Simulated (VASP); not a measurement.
Computed with PBEsol GGA, VASP's PBE PAW potentials (set 64) (plane waves; VASP).

A VASP calculation is set up with these files.

**INCAR**
```
SYSTEM = Ni3Fe
PREC = Accurate
ENCUT = 500
EDIFF = 1E-6
NELM = 100
ALGO = Normal
LREAL = .FALSE.
LASPH = .TRUE.
ISMEAR = 1
SIGMA = 0.1
GGA = PS
LMAXMIX = 4
ISPIN = 2
MAGMOM = 2.8 0.6 0.6 0.6
LORBIT = 10
LWAVE = .FALSE.
LCHARG = .FALSE.
IBRION = 2
ISIF = 3
NSW = 40
EDIFFG = -0.02
```

### KPOINTS
```
Automatic
0
gamma
 9 9 9
0 0 0
```

POSCAR:
```
Ni3Fe
1.0
  3.4841768117   0.0000000000   0.0000000000
  0.0000000000   3.4841768117   0.0000000000
  0.0000000000   0.0000000000   3.4841768117
Fe Ni
1 3
Cartesian
  0.0000000000   0.0000000000   0.0000000000
  0.0000000000   1.7420884058   1.7420884058
  1.7420884058   0.0000000000   1.7420884058
  1.7420884058   1.7420884058   0.0000000000
```

POTCAR, in this order: Fe Ni (PBE.64 set). Program: vasp_std.

The run wrote:

**OSZICAR**
```
       N       E                     dE             d eps       ncg     rms          rms(c)
DAV:   1     0.238385139239E+03    0.23839E+03   -0.16965E+04  3588   0.209E+03
DAV:   2    -0.180971569825E+02   -0.25648E+03   -0.24797E+03  3526   0.374E+02
DAV:   3    -0.322982342926E+02   -0.14201E+02   -0.13505E+02  3577   0.121E+02
DAV:   4    -0.325247634231E+02   -0.22653E+00   -0.22539E+00  3748   0.157E+01
DAV:   5    -0.325306202074E+02   -0.58568E-02   -0.58563E-02  4877   0.210E+00    0.229E+01
DAV:   6    -0.287252428229E+02    0.38054E+01   -0.44851E+01  3579   0.102E+02    0.150E+01
DAV:   7    -0.300336683896E+02   -0.13084E+01   -0.12704E+01  4004   0.918E+01    0.216E+01
DAV:   8    -0.276466663240E+02    0.23870E+01   -0.99976E+00  4038   0.534E+01    0.446E+00
DAV:   9    -0.276719251635E+02   -0.25259E-01   -0.50140E-01  3983   0.987E+00    0.302E+00
DAV:  10    -0.276422764414E+02    0.29649E-01   -0.75125E-02  4135   0.732E+00    0.135E+00
DAV:  11    -0.276384298706E+02    0.38466E-02   -0.19467E-02  5291   0.174E+00    0.727E-01
DAV:  12    -0.276387172383E+02   -0.28737E-03   -0.24553E-03  4393   0.914E-01    0.255E-01
DAV:  13    -0.276387430664E+02   -0.25828E-04   -0.43998E-04  4813   0.297E-01    0.719E-02
DAV:  14    -0.276387405092E+02    0.25572E-05   -0.11032E-04  4692   0.204E-01    0.274E-02
DAV:  15    -0.276387390658E+02    0.14434E-05   -0.14966E-05  4266   0.473E-02    0.147E-02
DAV:  16    -0.276387392120E+02   -0.14621E-06   -0.16983E-06  1891   0.336E-02
   1 F= -.27638739E+02 E0= -.27638852E+02  d E =-.276387E+02  mag=     4.5080
       N       E                     dE             d eps       ncg     rms          rms(c)
DAV:   1    -0.276498071748E+02   -0.11068E-01   -0.13033E-01  3523   0.524E+00    0.110E+00
DAV:   2    -0.277043976623E+02   -0.54590E-01   -0.31706E-01  4016   0.120E+01    0.437E+00
DAV:   3    -0.276398549147E+02    0.64543E-01   -0.22913E-01  4029   0.113E+01    0.640E-01
DAV:   4    -0.276390118475E+02    0.84307E-03   -0.99182E-03  3936   0.137E+00    0.265E-01
DAV:   5    -0.276387459879E+02    0.26586E-03   -0.68363E-04  5168   0.385E-01    0.110E-01
DAV:   6    -0.276386364500E+02    0.10954E-03   -0.19294E-04  5619   0.233E-01    0.342E-02
DAV:   7    -0.276386339054E+02    0.25446E-05   -0.34137E-05  3782   0.101E-01    0.142E-02
DAV:   8    -0.276386350973E+02   -0.11919E-05   -0.36587E-06  3076   0.239E-02    0.687E-03
DAV:   9    -0.276386358885E+02   -0.79121E-06   -0.87691E-07  1886   0.198E-02
   2 F= -.27638636E+02 E0= -.27638661E+02  d E =0.103324E-03  mag=     4.5166
       N       E                     dE             d eps       ncg     rms          rms(c)
DAV:   1    -0.276427170173E+02   -0.40819E-02   -0.45349E-02  3514   0.308E+00    0.660E-01
DAV:   2    -0.276605325884E+02   -0.17816E-01   -0.95294E-02  4161   0.722E+00    0.220E+00
DAV:   3    -0.276391604076E+02    0.21372E-01   -0.59116E-02  4015   0.675E+00    0.373E-01
DAV:   4    -0.276388892848E+02    0.27112E-03   -0.32856E-03  3971   0.846E-01    0.118E-01
DAV:   5    -0.276388391001E+02    0.50185E-04   -0.24856E-04  4893   0.205E-01    0.417E-02
DAV:   6    -0.276388134189E+02    0.25681E-04   -0.31154E-05  4438   0.747E-02    0.169E-02
DAV:   7    -0.276388119540E+02    0.14648E-05   -0.35848E-06  3273   0.301E-02    0.835E-03
DAV:   8    -0.276388117468E+02    0.20725E-06   -0.77214E-07  1815   0.116E-02
   3 F= -.27638812E+02 E0= -.27638889E+02  d E =-.725348E-04  mag=     4.5115
```

**OUTCAR**
```
------------------------ aborting loop because EDIFF is reached ----------------------------------------
  FORCE on cell =-STRESS in cart. coord.  units (eV):
  Direction    XX          YY          ZZ          XY          YZ          ZX
  --------------------------------------------------------------------------------------
  Total        0.0004646      0.0004646      0.0004646      0.0000000      0.0000000     -0.0000000
  in kB        0.0175716      0.0175716      0.0175716      0.0000000      0.0000000     -0.0000000
  external PRESSURE =       0.0175716 kB  Pullay stress =       0.0000000 kB
  volume of cell :       42.37
      direct lattice vectors                 reciprocal lattice vectors
     3.486094292  0.000000000 -0.000000000     0.286853974 -0.000000000  0.000000000
     0.000000000  3.486094292  0.000000000    -0.000000000  0.286853974 -0.000000000
    -0.000000000  0.000000000  3.486094292     0.000000000 -0.000000000  0.286853974
 POSITION                                       TOTAL-FORCE (eV/Angst)
 -----------------------------------------------------------------------------------
      0.00000      0.00000      0.00000         0.000000     -0.000000      0.000000
     -0.00000      1.74305      1.74305         0.000000      0.000000      0.000000
      1.74305      0.00000      1.74305        -0.000000      0.000000      0.000000
      1.74305      1.74305      0.00000         0.000000     -0.000000      0.000000
 -----------------------------------------------------------------------------------
    total drift:                                0.000000      0.000000      0.000000
  FREE ENERGIE OF THE ION-ELECTRON SYSTEM (eV)
  ---------------------------------------------------
  free  energy   TOTEN  =       -27.6388117468 eV

  energy  without entropy=      -27.6390423031  energy(sigma->0) =      -27.63888860

 total charge

# of ion       s       p       d       tot
------------------------------------------
    1        0.496   0.545   6.155   7.196
    2        0.527   0.558   8.350   9.435
    3        0.527   0.558   8.350   9.435
    4        0.527   0.558   8.350   9.435
--------------------------------------------------
tot          2.077   2.219  31.205  35.500

 magnetization (x)

# of ion       s       p       d       tot
------------------------------------------
    1        0.009   0.000   2.799   2.808
    2       -0.016  -0.043   0.626   0.567
    3       -0.016  -0.043   0.626   0.567
    4       -0.016  -0.043   0.626   0.567
--------------------------------------------------
tot         -0.039  -0.129   4.676   4.507

 reached required accuracy - stopping structural energy minimisation
```
(Selected blocks of OUTCAR.)

### CONTCAR
```
Ni3Fe
   1.00000000000000
     3.4860942921308995    0.0000000000000000   -0.0000000000000000
     0.0000000000000000    3.4860942921308995    0.0000000000000000
    -0.0000000000000000    0.0000000000000000    3.4860942921308995
  Fe              Ni
     1     3
Direct
     0.0000000000000000    0.0000000000000000    0.0000000000000000
     0.0000000000000000    0.5000000000000000    0.5000000000000000
     0.5000000000000000    0.0000000000000000    0.5000000000000000
     0.5000000000000000    0.5000000000000000    0.0000000000000000
```

File OUTCAR:
```
 val. band max:        9.0759129676   @ k =   0.3333   0.1111   0.0000

 cond. band min:       9.0913161451   @ k =   0.4444   0.4444   0.4444


 Fermi energy:         9.0766702669

 spin component 1

 k-point     1 :       0.0000    0.0000    0.0000
  band No.  band energies     occupation
      1      -0.4019      1.00000
      2       3.5006      1.00000
      3       3.5006      1.00000
      4       4.1435      1.00000
      5       4.2809      1.00000
      6       4.2809      1.00000
      7       4.2809      1.00000
      8       6.2955      1.00000
      9       6.2955      1.00000
     10       6.2955      1.00000
     11       7.4268      1.00000
     12       7.4268      1.00000
     13       8.2841      1.00000
     14       8.2841      1.00000
     15       8.3140      1.00000
     16       8.4461      1.00000
     17       8.4461      1.00000
     18       8.4462      1.00000
     19       8.5230      1.00000
     20       8.5230      1.00000
     21       8.5230      1.00000
     22      11.2941      0.00000
     23      11.2941      0.00000
     24      11.2941      0.00000
     25      18.3561      0.00000

 k-point     2 :       0.1111    0.0000    0.0000
  band No.  band energies     occupation
      1      -0.2360      1.00000
      2       3.5543      1.00000
      3       3.5820      1.00000
      4       4.2066      1.00000
      5       4.3331      1.00000
      6       4.3411      1.00000
      7       4.3411      1.00000
      8       6.2325      1.00000
      9       6.3426      1.00000
     10       6.3426      1.00000
     11       7.3628      1.00000
     12       7.4470      1.00000
     13       8.0859      1.00000
     14       8.0859      1.00000
     15       8.2060      1.00000
     16       8.2296      1.00000
     17       8.2751      1.00000
     18       8.4026      1.00000
     19       8.4026      1.00000
     20       8.4462      1.00000
     21       8.5232      1.00000
...
```

The compound is Ni3Fe in the L1_2 structure. This run relaxes it. Symmetry was kept, so distortions that lower it aren't found.
